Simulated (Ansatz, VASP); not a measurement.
# FeGe in two plane-wave programs, part 2 of 3

Wanted: the spread between two codes on one cell, functional and k mesh.

VASP 6.6.1 and Ansatz 0.2.0.

So far: Starting point; Ansatz: relaxation of cell and atoms, r2SCAN.

The database entry behind the starting cell differs from later determinations by our own check (about 0.2 % short), so it need not match the best structure at ambient conditions.

## 3. VASP: relaxation of cell and atoms, r2SCAN

Level of this step: r2SCAN, spin-polarised from a ferromagnetic start; plane waves and PAW (Fe, Ge_d) (VASP).

The same cell, functional, mesh and smearing now go to VASP, with its own data sets and cutoff.

Lines of VASP's logs that name or quote its potential files are left out, and so is its time.

INCAR reads:

```
SYSTEM = FeGe
PREC = Accurate
ENCUT = 520
EDIFF = 1E-06
NELM = 100
ISMEAR = -1
SIGMA = 0.05
LREAL = .FALSE.
ALGO = Normal
METAGGA = R2SCAN
LASPH = .TRUE.
NBANDS = 65
ISPIN = 2
MAGMOM = 3 3 3 3 0 0 0 0
LMAXMIX = 4
LORBIT = 11
LWAVE = .FALSE.
LCHARG = .FALSE.
KPAR = 8
IBRION = 2
NSW = 60
ISIF = 3
EDIFFG = -0.01
```

POSCAR reads:

```
FeGe
1.0
    4.6890000000      0.0000000000      0.0000000000
    0.0000000000      4.6890000000      0.0000000000
    0.0000000000      0.0000000000      4.6890000000
Fe Ge
4 4
Direct
    0.1350000000      0.1350000000      0.1350000000
    0.3650000000      0.8650000000      0.6350000000
    0.6350000000      0.3650000000      0.8650000000
    0.8650000000      0.6350000000      0.3650000000
    0.8420000000      0.8420000000      0.8420000000
    0.6580000000      0.1580000000      0.3420000000
    0.3420000000      0.6580000000      0.1580000000
    0.1580000000      0.3420000000      0.6580000000
```

KPOINTS reads:

```
Automatic mesh
0
Gamma
5 5 5
0 0 0
```

The projector-augmented-wave data sets are Fe and Ge_d (PBE family, release 64).

Command:

```
$ mpirun -np 8 vasp_std
```

Numbers of over 12 decimals in the logs are rounded to 6 here.

What it wrote:

```text
[banner, memory and clock lines left out]
running    8 mpi-ranks, on    1 nodes
 distrk:  each k-point on    1 cores,    8 groups
 distr:  one band on    1 cores,    1 groups

 POSCAR found type information on POSCAR FeGe
 POSCAR found :  2 types and       8 ions
|                                                                             |
|           W    W    AA    RRRRR   N    N  II  N    N   GGGG   !!!           |
|           W    W   A  A   R    R  NN   N  II  NN   N  G    G  !!!           |
|           W    W  A    A  R    R  N N  N  II  N N  N  G       !!!           |
|           W WW W  AAAAAA  RRRRR   N  N N  II  N  N N  G  GGG   !            |
|           WW  WW  A    A  R   R   N   NN  II  N   NN  G    G                |
|           W    W  A    A  R    R  N    N  II  N    N   GGGG   !!!           |
|                                                                             |
|     For optimal performance we recommend to set                             |
|       NCORE = 2 up to number-of-cores-per-socket                            |
|     NCORE specifies how many cores store one orbital (NPAR=cpu/NCORE).      |
|     This setting can greatly improve the performance of VASP for DFT.       |
|     The default, NCORE=1 might be grossly inefficient on modern             |
|     multi-core architectures or massively parallel machines. Do your        |
|     Unfortunately you need to use the default for GW and RPA                |
|     calculations (for HF NCORE is supported but not extensively tested      |
|     yet).                                                                   |
|                                                                             |

|                                                                             |
|               ----> ADVICE to this user running VASP <----                  |
|                                                                             |
|     You enforced a specific xc type in the INCAR file but a different       |
|     [... a line on the potential file left out ...]
|     I HOPE YOU KNOW WHAT YOU ARE DOING!                                     |
|                                                                             |

 LDA part: xc-table for (None), standard interpolation
 POSCAR, INCAR and KPOINTS ok, starting setup
 FFT: planning ... GRIDC
 FFT: planning ... GRID_SOFT
 FFT: planning ... GRID
 WAVECAR not read
 entering main loop
       N       E                     dE             d eps       ncg     rms          rms(c)
DAV:   1     0.944811355365E+03    0.94481E+03   -0.35388E+04  3605   0.375E+03
DAV:   2     0.952684525029E+02   -0.84954E+03   -0.78057E+03  2860   0.897E+02
DAV:   3    -0.107372222587E+03   -0.20264E+03   -0.18832E+03  2869   0.249E+02
DAV:   4    -0.124962637682E+03   -0.17590E+02   -0.17258E+02  3205   0.834E+01
DAV:   5    -0.125366324140E+03   -0.40369E+00   -0.40284E+00  3193   0.145E+01    0.275E+01
DAV:   6    -0.122754879752E+03    0.26114E+01   -0.63889E+01  3404   0.805E+01    0.355E+01
DAV:   7    -0.111672091344E+03    0.11083E+02   -0.25495E+01  3302   0.552E+01    0.688E+00
DAV:   8    -0.112086988888E+03   -0.41490E+00   -0.22890E+00  3351   0.670E+00    0.368E+00
DAV:   9    -0.112067630990E+03    0.19358E-01   -0.20703E-01  3387   0.323E+00    0.152E+00
DAV:  10    -0.112076208104E+03   -0.85771E-02   -0.34839E-02  3525   0.152E+00    0.558E-01
DAV:  11    -0.112085132157E+03   -0.89241E-02   -0.10556E-02  3422   0.654E-01    0.557E-01
DAV:  12    -0.112086889231E+03   -0.17571E-02   -0.27314E-03  3675   0.367E-01    0.295E-01
DAV:  13    -0.112088120810E+03   -0.12316E-02   -0.21095E-03  4073   0.319E-01    0.153E-01
DAV:  14    -0.112088336527E+03   -0.21572E-03   -0.86907E-04  3512   0.162E-01    0.764E-02
DAV:  15    -0.112088409723E+03   -0.73196E-04   -0.11195E-04  2963   0.628E-02    0.369E-02
DAV:  16    -0.112088422770E+03   -0.13047E-04   -0.21245E-05  3089   0.254E-02    0.176E-02
DAV:  17    -0.112088422800E+03   -0.29417E-07   -0.11480E-05  3577   0.295E-02    0.483E-03
DAV:  18    -0.112088424180E+03   -0.13804E-05   -0.37507E-06  2584   0.140E-02    0.412E-03
DAV:  19    -0.112088425290E+03   -0.11099E-05   -0.21898E-07  1579   0.502E-03    0.186E-03
DAV:  20    -0.112088425829E+03   -0.53857E-06   -0.13496E-07  1566   0.233E-03
   1 F= -.11208843E+03 E0= -.11206606E+03  d E =-.112088E+03  mag=     7.4768
[...]
2 F= -.11210554E+03 E0= -.11208707E+03  d E =-.171141E-01  mag=     7.9066
[...]
3 F= -.11210652E+03 E0= -.11208891E+03  d E =-.180969E-01  mag=     7.9811
[...]
4 F= -.11210652E+03 E0= -.11208901E+03  d E =-.180948E-01  mag=     7.9896
[...]
5 F= -.11210772E+03 E0= -.11208996E+03  d E =-.120269E-02  mag=     7.9518
[...]
6 F= -.11210774E+03 E0= -.11208995E+03  d E =-.121686E-02  mag=     7.9485
 curvature:  -0.60 expect dE=-0.120E-03 dE for cont linesearch -0.131E-04
 ZBRENT: interpolating
 opt :   1.1018  next Energy=  -112.107727 (dE=-0.121E-02)
 bond charge predicted
       N       E                     dE             d eps       ncg     rms          rms(c)
DAV:   1    -0.112107746930E+03   -0.86402E-05   -0.96857E-04  4146   0.202E-01    0.297E-02
DAV:   2    -0.112107737574E+03    0.93568E-05   -0.44220E-05  3495   0.760E-02    0.235E-02
DAV:   3    -0.112107732504E+03    0.50695E-05   -0.10819E-05  2795   0.436E-02    0.118E-02
DAV:   4    -0.112107729602E+03    0.29018E-05   -0.21988E-06  2207   0.120E-02    0.436E-03
DAV:   5    -0.112107729380E+03    0.22190E-06   -0.53479E-07  1536   0.576E-03
   7 F= -.11210773E+03 E0= -.11208996E+03  d E =-.120871E-02  mag=     7.9502
 curvature:  -0.17 expect dE=-0.742E-05 dE for cont linesearch -0.393E-05
 trial: gam=-0.09325 g(F)=  0.253E-04 g(S)=  0.186E-04 ort = 0.221E-03 (trialstep = 0.107E+01)
 search vector abs. value=  0.210E-04
 reached required accuracy - stopping structural energy minimisation
```

Parts of OUTCAR (step 3):

```text
ion  position               nearest neighbor table
   1  0.135  0.135  0.135-   5 2.38   8 2.44   7 2.44   6 2.44   7 2.64   8 2.64   6 2.64   2 2.87
                             4 2.87   2 2.87   4 2.87   3 2.87   3 2.87
   2  0.365  0.865  0.635-   6 2.38   7 2.44   5 2.44   8 2.44   7 2.64   8 2.64   5 2.64   1 2.87
                             3 2.87   1 2.87   3 2.87   4 2.87   4 2.87
   3  0.635  0.365  0.865-   7 2.38   6 2.44   5 2.44   8 2.44   8 2.64   6 2.64   5 2.64   4 2.87
                             2 2.87   2 2.87   4 2.87   1 2.87   1 2.87
   4  0.865  0.635  0.365-   8 2.38   5 2.44   7 2.44   6 2.44   6 2.64   5 2.64   7 2.64   3 2.87
                             1 2.87   1 2.87   3 2.87   2 2.87   2 2.87
   5  0.842  0.842  0.842-   1 2.38   4 2.44   3 2.44   2 2.44   3 2.64   4 2.64   2 2.64   6 2.90
                             7 2.90   8 2.90   6 2.90   8 2.90   7 2.90
   6  0.658  0.158  0.342-   2 2.38   3 2.44   1 2.44   4 2.44   3 2.64   4 2.64   1 2.64   8 2.90
                             5 2.90   5 2.90   7 2.90   7 2.90   8 2.90
   7  0.342  0.658  0.158-   3 2.38   2 2.44   1 2.44   4 2.44   4 2.64   2 2.64   1 2.64   8 2.90
                             5 2.90   8 2.90   6 2.90   6 2.90   5 2.90
   8  0.158  0.342  0.658-   4 2.38   1 2.44   3 2.44   2 2.44   2 2.64   1 2.64   3 2.64   7 2.90
                             5 2.90   7 2.90   5 2.90   6 2.90   6 2.90

  LATTYP: Found a simple cubic cell.
 ALAT       =     4.6890000000

 Subroutine GETGRP returns: Found 12 space group operations
 (whereof  3 operations were pure point group operations)

The static configuration has the point symmetry C_3 .
 The point group associated with its full space group is T   .

 Found     11 irreducible k-points:

   k-points           NKPTS =     11   k-points in BZ     NKDIM =     11   number of bands    NBANDS=     65

   dimension x,y,z NGX =    36 NGY =   36 NGZ =   36
   dimension x,y,z NGXF=    72 NGYF=   72 NGZF=   72

   ENCUT  =  520.0 eV  38.22 Ry    6.18 a.u.   8.72  8.72  8.72*2*pi/ulx,y,z

   NELECT =      88.0000    total number of electrons

 k-points in reciprocal lattice and weights: Automatic mesh
   0.00000000  0.00000000  0.00000000       0.008
   0.20000000  0.00000000  0.00000000       0.048
   0.40000000  0.00000000  0.00000000       0.048
   0.20000000  0.20000000  0.00000000       0.096
   0.40000000  0.20000000  0.00000000       0.096
  -0.20000000  0.40000000  0.00000000       0.096
   0.40000000  0.40000000  0.00000000       0.096
   0.20000000  0.20000000  0.20000000       0.064
   0.40000000  0.20000000  0.20000000       0.192
   0.40000000  0.40000000  0.20000000       0.192
   0.40000000  0.40000000  0.40000000       0.064

 average (electrostatic) potential at core
       1 -46.5452       2 -46.5452       3 -46.5452       4 -46.5452       5 -76.3233
       6 -76.3233       7 -76.3233       8 -76.3233

 E-fermi :   8.1217

 spin component 1
 k-point     1 :       0.0000    0.0000    0.0000
  band No.  band energies     occupation
    ...
     43       5.9766      1.00000
     44       5.9766      1.00000
     45       6.3763      1.00000
     46       6.3763      1.00000
     47       6.3763      1.00000
     48       9.1408      0.00000
     49       9.1408      0.00000
     50       9.1408      0.00000
     51      10.1354      0.00000
     52      10.1354      0.00000
    ...

 k-point     2 :       0.2000    0.0000    0.0000
  band No.  band energies     occupation
    ...
     43       5.8287      1.00000
     44       6.0351      1.00000
     45       6.3104      1.00000
     46       6.3383      1.00000
     47       7.4648      1.00000
     48       8.2006      0.17108
     49       8.5840      0.00010
     50       8.9896      0.00000
     51       9.1166      0.00000
     52      10.5971      0.00000
    ...

 k-point     3 :       0.4000    0.0000    0.0000
  band No.  band energies     occupation
    ...
     46       6.3597      1.00000
     47       7.7593      0.99929
     48       8.0087      0.90559
     49       8.0207      0.88292
     50       8.0615      0.76924
     51      10.1370      0.00000
     52      11.2917      0.00000
     53      11.8147      0.00000
     54      11.8670      0.00000
     55      12.1363      0.00000
    ...

 k-point     4 :       0.2000    0.2000    0.0000
  band No.  band energies     occupation
    ...
     44       5.9414      1.00000
     45       6.2889      1.00000
     46       6.6502      1.00000
     47       7.3645      1.00000
     48       8.0993      0.61028
     49       8.3726      0.00657
     50       9.1177      0.00000
     51       9.3669      0.00000
     52       9.9218      0.00000
     53      11.2493      0.00000
    ...

 k-point     5 :       0.4000    0.2000    0.0000
  band No.  band energies     occupation
    ...
     44       5.9991      1.00000
     45       6.1676      1.00000
     46       6.2878      1.00000
     47       7.6023      0.99997
     48       7.7739      0.99905
     49       8.6951      0.00001
     50       9.1795      0.00000
     51       9.3958      0.00000
     52      10.3479      0.00000
     53      11.0992      0.00000
    ...

 k-point     6 :      -0.2000    0.4000    0.0000
  band No.  band energies     occupation
    ...
     44       6.0293      1.00000
     45       6.1768      1.00000
     46       6.3409      1.00000
     47       7.6343      0.99994
     48       8.0163      0.89183
     49       8.3792      0.00577
     50       9.1297      0.00000
     51       9.9541      0.00000
     52      10.0669      0.00000
     53      10.7343      0.00000
    ...

  Total       -0.0320834     -0.0320834     -0.0320834      0.0000000      0.0000000     -0.0000000
  in kB       -0.4898402     -0.4898402     -0.4898402      0.0000000      0.0000000     -0.0000000
  external PRESSURE =      -0.4898402 kB  Pullay stress =       0.0000000 kB

  energy-cutoff  :      520.00
  volume of cell :      104.94
      direct lattice vectors                 reciprocal lattice vectors
     4.716777769  0.000000000  0.000000000     0.212009140 -0.000000000  0.000000000
     0.000000000  4.716777769  0.000000000    -0.000000000  0.212009140  0.000000000
    -0.000000000 -0.000000000  4.716777769    -0.000000000 -0.000000000  0.212009140

 POSITION                                       TOTAL-FORCE (eV/Angst)
 -----------------------------------------------------------------------------------
      0.63485      0.63485      0.63485         0.003476      0.003476      0.003476
      1.72354      4.08193      2.99324        -0.003476     -0.003476      0.003476
      2.99324      1.72354      4.08193         0.003476     -0.003476     -0.003476
      4.08193      2.99324      1.72354        -0.003476      0.003476     -0.003476
      3.98346      3.98346      3.98346         0.005625      0.005625      0.005625
      3.09171      0.73332      1.62507        -0.005625     -0.005625      0.005625
      1.62507      3.09171      0.73332         0.005625     -0.005625     -0.005625
      0.73332      1.62507      3.09171        -0.005625      0.005625     -0.005625
 -----------------------------------------------------------------------------------
    total drift:                                0.000001      0.000001     -0.000000

  FREE ENERGIE OF THE ION-ELECTRON SYSTEM (eV)
  ---------------------------------------------------
  free  energy   TOTEN  =      -112.1077293805 eV

  energy  without entropy=     -112.0721843544  energy(sigma->0) =     -112.08995687

 reached required accuracy - stopping structural energy minimisation

 total charge
# of ion       s       p       d       tot
------------------------------------------
    1        0.379   0.508   6.349   7.236
    2        0.379   0.508   6.349   7.236
    3        0.379   0.508   6.349   7.236
    4        0.379   0.508   6.349   7.236
    5        1.116   1.256  10.103  12.475
    6        1.116   1.256  10.103  12.475
    7        1.116   1.256  10.103  12.475
    8        1.116   1.256  10.103  12.475
--------------------------------------------------
tot          5.978   7.057  65.810  78.846

 magnetization (x)
# of ion       s       p       d       tot
------------------------------------------
    1        0.008  -0.013   2.234   2.229
    2        0.008  -0.013   2.234   2.229
    3        0.008  -0.013   2.234   2.229
    4        0.008  -0.013   2.234   2.229
    5        0.002  -0.121  -0.016  -0.134
    6        0.002  -0.121  -0.016  -0.134
    7        0.002  -0.121  -0.016  -0.134
    8        0.002  -0.121  -0.016  -0.134
--------------------------------------------------
tot          0.042  -0.535   8.871   8.377

[... 6 further parts left out ...]
```

## 4. Comparison

Known differences besides the potentials themselves: VASP keeps PBE cores, Ansatz makes them for the functional; both relaxations stop at a tolerance, which leaves soft axes loose, and VASP keeps its plane-wave basis; the data sets hold 120 valence electrons in Ansatz (default PAW (the set named soft_2) files) and 88 in VASP; the cutoff is 500 eV in Ansatz and 520 eV in VASP; Ansatz adds a Pulay correction to the stress that steers its cell, VASP none; site moments are counted in spheres of each program's own size. Total energies have different zeros and are not compared.

Compared:

```
                                         quantity  Ansatz    VASP  difference
                                      volume (Å³)  105.16  104.94     +0.21 %
edge a after relaxation, in the typed setting (Å)   4.720   4.717     +0.07 %
                                total moment (μB)    8.03    7.95       +0.07
                               moment on Fe1 (μB)    2.25    2.23       +0.02
                               moment on Fe2 (μB)    2.25    2.23       +0.02
                               moment on Fe3 (μB)    2.25    2.23       +0.02
                               moment on Fe4 (μB)    2.25    2.23       +0.02
                               moment on Ge5 (μB)   -0.09   -0.13       +0.05
                               moment on Ge6 (μB)   -0.09   -0.13       +0.05
                               moment on Ge7 (μB)   -0.09   -0.13       +0.05
                               moment on Ge8 (μB)   -0.09   -0.13       +0.05
```

The walks stopped with 0.05 GPa left in Ansatz and -0.05 GPa in VASP; each walk ends within a tolerance, so the volume difference is uncertain by about these residues over the bulk modulus, most in soft cells.

[end of part 2 of 3]

[Lines on the potential files, build, host, timing and source positions are cut from VASP's logs without a mark.]

[Logs are printed without paths, hosts, clocks, repeated set-up lines and the standing remarks that a program may print on its own settings, such as how far it seeks lower states.]

[Hosts, paths, dates, database ids (printed as entryN), source tags and the programs' standing remarks are cut or masked in the printed files.]
